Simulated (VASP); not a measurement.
Computed with LDA (Ceperley-Alder, Perdew-Zunger), VASP's LDA PAW potentials (set 64) (plane waves; VASP). For the first row: Run with 400 eV cut-off, 12×12×12 Γ-centred mesh, tetrahedra with Blöchl corrections, potentials In_d Te.

```tsv
system	energy (eV/atom)
InTe (space group Fm-3m)	-3.8062
In (bct)	-3.2172
Te (trig)	-3.8022
```

The references are the elements' solids at the same level; no temperature or zero-point terms are added.   Spin-orbit coupling is left out, which shifts such energies by up to tenths of an eV for the heavy elements here.

Q: What is the formation energy per atom of InTe?

A: The references average (1×(-3.2172) + 1×(-3.8022))/2 = -3.5097 eV, so the formation energy is -3.8062 − (-3.5097) = -0.296 eV/atom.
